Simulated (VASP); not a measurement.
# RuF2 (R-3m) in VASP: notebook

The runs below take RuF2 through single point, with PBEsol.

Everything below comes from runs of VASP 6.6.1. Logs are shortened: lines on timing, memory, paths and dates and some standing lists are left out, and cuts for length are marked.

**1. The structure**

Symmetry: R-3m, No. 166, trigonal system. Conventional cell: a = 2.953 Å, b = 2.953 Å, c = 13.393 Å, α = 90.00°, β = 90.00°, γ = 120.00°. Ru (site symmetry -3m) is surrounded by 6 F at 2.02 Å. Around F (site symmetry 3m) lie 3 Ru at 2.02 Å.

The cell was built by a generator and needn't be a form met in nature.

**2. Single point, PBEsol, collinear spin, ferromagnetic start**

Contents of INCAR:

```
  PREC = Accurate
  ENCUT = 520
  EDIFF = 1E-6
  ISMEAR = 0
  SIGMA = 0.05
  LREAL = False
  LASPH = True
  NELM = 60
  ALGO = Fast
  ISIF = 2
  LWAVE = False
  LCHARG = True
  ISPIN = 2
  MAGMOM = 1 0 0
  LORBIT = 11
  LMAXMIX = 4
  GGA = PS
  LELF = True
  LVHAR = True
```

Contents of KPOINTS:

```
Automatic mesh
0
Gamma
  7 7 7
```

Contents of POSCAR:

```
RuF2
1.0
    1.4766179400      0.8525257600      4.4643721500
   -1.4766179400      0.8525257600      4.4643721500
    0.0000000000     -1.7050515300      4.4643721500
Ru F
1 2
Direct
    0.0000000000      0.0000000000      0.0000000000
    0.2520000000      0.2520000000      0.2520000000
    0.7480000000      0.7480000000      0.7480000000
```

Potentials or basis: VASP PAW PBE potentials, release 64 (Ru_pv, F).

Started as:

```sh
$ cat potpaw_PBE.64/Ru_pv/POTCAR potpaw_PBE.64/F/POTCAR > POTCAR
$ mpirun -np 1 vasp_std > vasp.out
```

OUTCAR:

```text
PREC = Accurate
   ENCUT = 520
   EDIFF = 1E-6
   ISMEAR = 0
   LREAL = False
   LASPH = True
   NELM = 60
   ISIF = 2
   ISPIN = 2
   LORBIT = 11
   GGA = PS

 ion  position               nearest neighbor table
   1  0.000  0.000  0.000-   3 2.02   2 2.02   3 2.02   3 2.02   2 2.02   2 2.02
   2  0.252  0.252  0.252-   1 2.02   1 2.02   1 2.02
   3  0.748  0.748  0.748-   1 2.02   1 2.02   1 2.02

  LATTYP: Found a trigonal (rhomboedric) cell.
 ALAT       =     4.7788931151
 COS(alpha) =     0.8090535270

  Lattice vectors:

 A1 = (   1.4766179400,   0.8525257600,   4.4643721500)
 A2 = (  -1.4766179400,   0.8525257600,   4.4643721500)
 A3 = (   0.0000000000,  -1.7050515300,   4.4643721500)

Analysis of symmetry for initial positions (statically):
=====================================================================
 Subroutine PRICEL returns:
 Original cell was already a primitive cell.

 Routine SETGRP: Setting up the symmetry group for a
 trigonal (rhombohedral) supercell.

 Subroutine GETGRP returns: Found 12 space group operations
 (whereof 12 operations were pure point group operations)
 out of a pool of 12 trial point group operations.

The static configuration has the point symmetry D_3d.

Analysis of symmetry for dynamics (positions and initial velocities):
=====================================================================
 Subroutine PRICEL returns:
 Original cell was already a primitive cell.

 Routine SETGRP: Setting up the symmetry group for a
 trigonal (rhombohedral) supercell.

 Subroutine GETGRP returns: Found 12 space group operations
 (whereof 12 operations were pure point group operations)
 out of a pool of 12 trial point group operations.

The dynamic configuration has the point symmetry D_3d.

Analysis of structural, dynamic, and magnetic symmetry:
=====================================================================
 Subroutine PRICEL returns:
 Original cell was already a primitive cell.

 Routine SETGRP: Setting up the symmetry group for a
 trigonal (rhombohedral) supercell.

 Subroutine GETGRP returns: Found 12 space group operations
 (whereof 12 operations were pure point group operations)
 out of a pool of 12 trial point group operations.

The overall configuration has the point symmetry D_3d.

 Subroutine INISYM returns: Found 12 space group operations
 (whereof 12 operations are pure point group operations),
 and found     1 'primitive' translations

----------------------------------------------------------------------------------------

                                     Primitive cell

  volume of cell :      33.7200

  direct lattice vectors                    reciprocal lattice vectors
     1.476617940  0.852525760  4.464372150     0.338611625  0.195497513  0.074665221
    -1.476617940  0.852525760  4.464372150    -0.338611625  0.195497513  0.074665221
     0.000000000 -1.705051530  4.464372150     0.000000000 -0.390995026  0.074665221

  length of vectors
     4.778893115  4.778893115  4.778893116     0.398060304  0.398060304  0.398060304

  position of ions in fractional coordinates (direct lattice)
     0.000000000  0.000000000  0.000000000
     0.252000000  0.252000000  0.252000000
     0.748000000  0.748000000  0.748000000

  ion indices of the primitive-cell ions
   primitive index   ion index
                 1           1
                 2           2
                 3           3

----------------------------------------------------------------------------------------

 KPOINTS: Automatic mesh

Automatic generation of k-mesh.
 Grid dimensions read from file:
 generate k-points for:    7    7    7

 Generating k-lattice:

  Cartesian coordinates                     Fractional coordinates (reciprocal lattice)
     0.048373089  0.027928216  0.010666460     0.142857143  0.000000000  0.000000000
    -0.048373089  0.027928216  0.010666460     0.000000000  0.142857143  0.000000000
     0.000000000 -0.055856432  0.010666460    -0.000000000 -0.000000000  0.142857143

  Length of vectors
     0.056865758  0.056865758  0.056865758

  Shift w.r.t. Gamma in fractional coordinates (k-lattice)
     0.000000000  0.000000000  0.000000000

 Subroutine IBZKPT returns following result:
 ===========================================

 Found     44 irreducible k-points:

 Following reciprocal coordinates:
            Coordinates               Weight
  0.000000  0.000000  0.000000      1.000000
  0.142857  0.000000  0.000000      6.000000
  0.285714  0.000000  0.000000      6.000000
  0.428571  0.000000  0.000000      6.000000
  0.142857  0.142857  0.000000      6.000000
  0.285714  0.142857  0.000000     12.000000
[... 16 lines left out ...]
  0.285714  0.285714  0.142857      6.000000
  0.428571  0.285714  0.142857     12.000000
 [... further k-points ...]
   k-points           NKPTS =     44   k-points in BZ     NKDIM =     44   number of bands    NBANDS=     19
   number of dos      NEDOS =    301   number of ions     NIONS =      3
   total plane-waves  NPLWV =  46656
   dimension x,y,z NGX =    36 NGY =   36 NGZ =   36
   dimension x,y,z NGXF=    72 NGYF=   72 NGZF=   72
   ions per type =               1   2
   NGX,Y,Z   is equivalent  to a cutoff of  12.52, 12.52, 12.52 a.u.
   NGXF,Y,Z  is equivalent  to a cutoff of  25.05, 25.05, 25.05 a.u.
 SYSTEM =  unknown system
   PREC   = accura    normal or accurate (medium, high low for compatibility)
   ISTART =      0    job   : 0-new  1-cont  2-samecut
   ICHARG =      2    charge: 1-file 2-atom 10-const
   ISPIN  =      2    spin polarized calculation?
   LNONCOLLINEAR =      F non collinear calculations
   LSORBIT =      F    spin-orbit coupling
   LASPH  =      T    aspherical Exc in radial PAW
   ENCUT  =  520.0 eV  38.22 Ry    6.18 a.u.   8.89  8.89  8.89*2*pi/ulx,y,z
   NELM   =     60;   NELMIN=  2; NELMDL= -5     # of ELM steps
   EDIFF  = 0.1E-05   stopping-criterion for ELM
   LREAL  =      F    real-space projection
   EDIFFG = 0.1E-04   stopping-criterion for IOM
   NSW    =      0    number of steps for IOM
   IBRION =     -1    ionic relax: 0-MD 1-quasi-New 2-CG
   NFREE  =      0    steps in history (QN), initial steepest desc. (CG)
   ISIF   =      2    stress and relaxation
   ISYM   =      2    0-nonsym 1-usesym 2-fastsym
   POTIM  = 0.5000    time-step for ionic-motion
   TEBEG  =    0.0;   TEEND  =   0.0 temperature during run
   PSTRESS=    0.0 pullay stress
   NELECT =      28.0000    total number of electrons
   NUPDOWN=      -1.0000    fix difference up-down
   EMIN   =  10.00;   EMAX   =-10.00  energy-range for DOS
   EFERMI =   0.00;   METHOD = LEGACY
   ISMEAR =     0;   SIGMA  =   0.05  broadening in eV -4-tet -1-fermi 0-gaus
   EFERMI_NEDOS =   21; number of points for ismear=-14 and -15
   IALGO  =     68    algorithm
   IMIX   =      4    mixing-type and parameters
     AMIX     =   0.40;   BMIX     =  1.00
     AMIX_MAG =   1.60;   BMIX_MAG =  1.00
  volume/ion in A,a.u.               =      11.24        75.85
  Fermi-wavevector in a.u.,A,eV,Ry     =   1.538739  2.907796 32.214772  2.367719
  Thomas-Fermi vector in A             =   2.645066
   LORBIT       =     11    0 simple, 1 ext, 2 COOP (PROOUT), +10 PAW based schemes
   GGA     = PS    functional components
   LHFCALC =     F    Hartree Fock is set to
   AEXX    =    0.0000 exact exchange contribution
   IVDW    =     0    specifies the selected vdW correction
   LEPSILON=     F    determine dielectric tensor
   LRPA    =     F    only Hartree local field effects (RPA)
 spin polarized calculation
 RMM-DIIS sequential band-by-band and
 Gauss-broadening in eV      SIGMA  =   0.05
  energy-cutoff  :      520.00
  volume of cell :       33.72
 maximum number of plane-waves:       931
   NGX = 17   NGY = 17   NGZ = 17

 number of electron      28.0000000 magnetization       0.0000044

 number of electron      28.0000000 magnetization      -0.0000027

 Free energy of the ion-electron system (eV)
  ---------------------------------------------------
  ext. energy  EPLUGINS =         0.00000000
  ---------------------------------------------------
  free energy    TOTEN  =       -15.90974637 eV

  energy without entropy =      -15.90974637  energy(sigma->0) =      -15.90974637

 E-fermi :   7.1375     XC(G=0): -11.5147

 val. band max:        6.8835917084   @ k =   0.4286   0.2857   0.0000
 cond. band min:       7.5670662904   @ k =  -0.4286   0.2857   0.2857
 fundamental gap:      0.6834745820
 Fermi energy:         7.1375231341

 spin component 1

 k-point     1 :       0.0000    0.0000    0.0000
  band No.  band energies     occupation
      1     -36.0131      1.00000
      2     -35.8834      1.00000
      3     -35.8834      1.00000
      4     -20.0225      1.00000
      5     -19.0396      1.00000
      6      -3.0855      1.00000
[... 11 lines left out ...]
     18      13.8749      0.00000
     19      18.5391      0.00000
[... 489 lines left out ...]
      3     -35.9381      1.00000
      4     -19.5721      1.00000
      5     -19.3007      1.00000
      6      -2.5904      1.00000
[... 11 lines left out ...]
     18      14.8790      0.00000
     19      18.3996      0.00000

 [... further k-points ...]

 spin component 2

 k-point     1 :       0.0000    0.0000    0.0000
  band No.  band energies     occupation
      1     -36.0131      1.00000
      2     -35.8834      1.00000
      3     -35.8834      1.00000
      4     -20.0225      1.00000
      5     -19.0396      1.00000
      6      -3.0855      1.00000
[... 11 lines left out ...]
     18      13.8749      0.00000
     19      18.5319      0.00000
[... 489 lines left out ...]
      3     -35.9382      1.00000
      4     -19.5721      1.00000
      5     -19.3007      1.00000
      6      -2.5904      1.00000
[... 11 lines left out ...]
     18      14.8790      0.00000
     19      18.4034      0.00000

 [... further k-points ...]

------------------------ aborting loop because EDIFF is reached ----------------------------------------

  FORCE on cell =-STRESS in cart. coord.  units (eV):
  Direction    XX          YY          ZZ          XY          YZ          ZX
  --------------------------------------------------------------------------------------
  -------------------------------------------------------------------------------------
  Total        6.0404705      6.0404705      2.9233601      0.0000000     -0.0000000      0.0000000
  in kB      287.0080370    287.0080358    138.9010727      0.0000000     -0.0000001      0.0000000
  external PRESSURE =     237.6390485 kB  Pullay stress =       0.0000000 kB

 VOLUME and BASIS-vectors are now :
 -----------------------------------------------------------------------------
  energy-cutoff  :      520.00
  volume of cell :       33.72
      direct lattice vectors                 reciprocal lattice vectors
     1.476617940  0.852525760  4.464372150     0.338611625  0.195497513  0.074665221
    -1.476617940  0.852525760  4.464372150    -0.338611625  0.195497513  0.074665221
     0.000000000 -1.705051530  4.464372150     0.000000000 -0.390995026  0.074665221

 POSITION                                       TOTAL-FORCE (eV/Angst)
 -----------------------------------------------------------------------------------
      0.00000      0.00000      0.00000         0.000000      0.000000     -0.000000
      0.00000     -0.00000      3.37507         0.000000      0.000000     -1.137221
      0.00000     -0.00000     10.01805         0.000000     -0.000000      1.137221
 -----------------------------------------------------------------------------------
    total drift:                               -0.000000     -0.000000     -0.000000

  FREE ENERGIE OF THE ION-ELECTRON SYSTEM (eV)
  ---------------------------------------------------
  free  energy   TOTEN  =       -15.9097463705 eV

  energy  without entropy=      -15.9097463705  energy(sigma->0) =      -15.90974637

 total charge

# of ion       s       p       d       tot
------------------------------------------
    1        0.225   6.205   6.191  12.620
    2        1.734   4.345   0.000   6.079
    3        1.734   4.345   0.000   6.079
--------------------------------------------------
tot          3.693  14.894   6.191  24.778

 magnetization (x)

# of ion       s       p       d       tot
------------------------------------------
    1       -0.000  -0.000  -0.000  -0.000
    2        0.000   0.000   0.000   0.000
    3        0.000   0.000   0.000   0.000
--------------------------------------------------
tot         -0.000  -0.000  -0.000  -0.000
```

It took 71 s on 1 thread of AMD EPYC 9R45 (Zen 5), shared host; peak memory 0.23 GiB.

Results:

```
Free energy                                           : -15.9097 eV
Pressure                                              : 23.8 GPa
Largest force                                         : 1.137 eV/Å
Band gap on the k mesh                                : 0.68 eV, indirect (least direct gap 1.05 eV)
Net moment                                            : 0.00 μB per cell
Valence electrons inside the program's atomic spheres : Ru 12.62; F 6.08
```

Forces on the atoms (eV/Å):
```
Ru   0.000  0.000  0.000
F    0.000  0.000 -1.137
F    0.000  0.000  1.137
```

Stress tensor (GPa, compression positive):
```
28.70  0.00  0.00
 0.00 28.70  0.00
 0.00  0.00 13.89
```

Caveat: so large a pressure means that the cell lies far from this level's equilibrium, or that cutoff or potentials fall short; the potentials were made for another functional, which shifts forces and pressure; an odd mesh through Γ misses points on the zone boundary, where band edges often lie. A hybrid or GW would open this gap; PBEsol tends to underestimate it.

**3. Single point, PBEsol, collinear spin, random start**

Contents of INCAR:

```
SYSTEM = RuF2
PREC = Accurate
ENCUT = 520
EDIFF = 1E-6
ISMEAR = 0
SIGMA = 0.05
LREAL = .False.
LASPH = .True.
NELM = 60
ALGO = Normal
ISIF = 2
LWAVE = .False.
LCHARG = .False.
ISPIN = 2
MAGMOM = -0.05 0 0
LORBIT = 11
LMAXMIX = 4
GGA = PS
NBANDS = 25
```

Contents of KPOINTS:

```
regular mesh
0
Gamma
  7 7 7
  0 0 0
```

POSCAR is that of step 2.

Potentials or basis: VASP PAW PBE potentials, release 64 (Ru_pv, F).

Started as:

```sh
$ cat potpaw_PBE.64/Ru_pv/POTCAR potpaw_PBE.64/F/POTCAR > POTCAR
$ mpirun -np 1 vasp_std > vasp.out
```

It took 74 s on 1 thread of AMD EPYC 9R45 (Zen 5), shared host; peak memory 0.24 GiB.

It converged, with:

| Property | Result |
| --- | --- |
| Free energy | -15.9097 eV |
| Pressure | 23.8 GPa |
| Largest force | 1.137 eV/Å |
| Band gap on the k mesh | 0.68 eV, indirect (least direct gap 1.05 eV) |
| Net moment | 0.00 μB per cell |
| Valence electrons inside the program's atomic spheres | Ru 12.62; F 6.08 |

Forces on the atoms (eV/Å):
```
Ru   0.000  0.000  0.000
F    0.000  0.000 -1.137
F    0.000  0.000  1.137
```

Stress tensor (GPa, compression positive):
```
28.70  0.00  0.00
 0.00 28.70  0.00
 0.00  0.00 13.89
```

Levels at points of the mesh, in eV from the valence-band top:
Spin up:
```tsv
k point	band 10	band 11	band 12	band 13	band 14	band 15	band 16	band 17	band 18	band 19
(0.00, 0.00, 0.00)	-7.00	-6.58	-1.56	-1.56	-0.72	1.34	1.34	1.48	6.99	11.50
```
Spin down:
| k point | band 11 | band 12 | band 13 | band 14 | band 15 | band 16 | band 17 | band 18 |
| --- | --- | --- | --- | --- | --- | --- | --- | --- |
| (0.00, 0.00, 0.00) | -6.58 | -1.56 | -1.56 | -0.72 | 1.34 | 1.34 | 1.48 | 6.99 |

Caveat: so large a pressure means that the cell lies far from this level's equilibrium, or that cutoff or potentials fall short; the potentials were made for another functional, which shifts forces and pressure; an odd mesh through Γ misses points on the zone boundary, where band edges often lie. Expect the measured gap to be larger: semilocal functionals such as PBEsol lack the derivative discontinuity.

**4. Single point, PBEsol, collinear spin, ferromagnetic start**

Contents of INCAR:

```
  PREC = Accurate
  ENCUT = 520
  EDIFF = 1E-6
  ISMEAR = 0
  SIGMA = 0.05
  LREAL = F
  LASPH = T
  NELM = 60
  ALGO = Normal
  ISIF = 2
  LWAVE = F
  LCHARG = F
  ISPIN = 2
  MAGMOM = 1 0 0
  LORBIT = 11
  NUPDOWN = 4
  LMAXMIX = 4
  GGA = PS
  NBANDS = 25
```

Contents of KPOINTS:

```
regular mesh
0
Gamma
  7 7 7
```

POSCAR is that of step 3.

Started as:

```sh
$ cat potpaw_PBE.64/Ru_pv/POTCAR potpaw_PBE.64/F/POTCAR > POTCAR
$ mpirun -np 1 vasp_std > vasp.out
```

It took 78 s on 1 thread of AMD EPYC 9R45 (Zen 5), shared host; peak memory 0.24 GiB.

The run converged. Its results:

```
Free energy                                           : -13.9957 eV
Pressure                                              : 61.1 GPa
Largest force                                         : 4.930 eV/Å
Net moment                                            : 4.00 μB per cell
Site moments                                          : Ru +3.29; F +0.26 μB
Valence electrons inside the program's atomic spheres : Ru 12.50; F 6.12
```

Forces on the atoms (eV/Å):
```
Ru   0.000  0.000  0.000
F    0.000  0.000 -4.930
F    0.000  0.000  4.930
```

Stress tensor (GPa, compression positive):
```
64.92  0.00  0.00
 0.00 64.92  0.00
 0.00  0.00 53.37
```

Caveat: the moment is held away from its start; a pressure of tens of GPa on the cell as given is suspect, and the run, the potentials or the cell itself is likely at fault; the PAW data sets were made with another functional, which shifts forces and pressure a little; the total moment is fixed, so each spin has its own Fermi level.

**5. Summary**

```csv
spin,fixed moment (μB),gap on the mesh (eV),pressure (GPa),moment (μB),largest force (eV/Å)
"collinear, ferromagnetic start",-,0.68,23.8,0.00,1.14
"collinear, random start",-,0.68,23.8,0.00,1.14
"collinear, ferromagnetic start",4,-,61.1,4.00,4.93
```

Alike in all rows: task single point; level PBEsol; potentials or basis VASP PAW PBE potentials, release 64 (Ru_pv, F); cell as given; k mesh 7 × 7 × 7; cutoff (eV) 520; smearing gaussian 0.05 eV.

Caveats: so large a pressure means that the cell lies far from this level's equilibrium, or that cutoff or potentials fall short (some runs); the potentials were made for another functional, which shifts forces and pressure (some runs); an odd mesh through Γ misses points on the zone boundary, where band edges often lie (some runs); the moment is held away from its start (some runs); a pressure of tens of GPa on the cell as given is suspect, and the run, the potentials or the cell itself is likely at fault (some runs); the PAW data sets were made with another functional, which shifts forces and pressure a little (some runs); the total moment is fixed, so each spin has its own Fermi level (some runs).

Absolute energies hang on the potentials; compare differences alone.
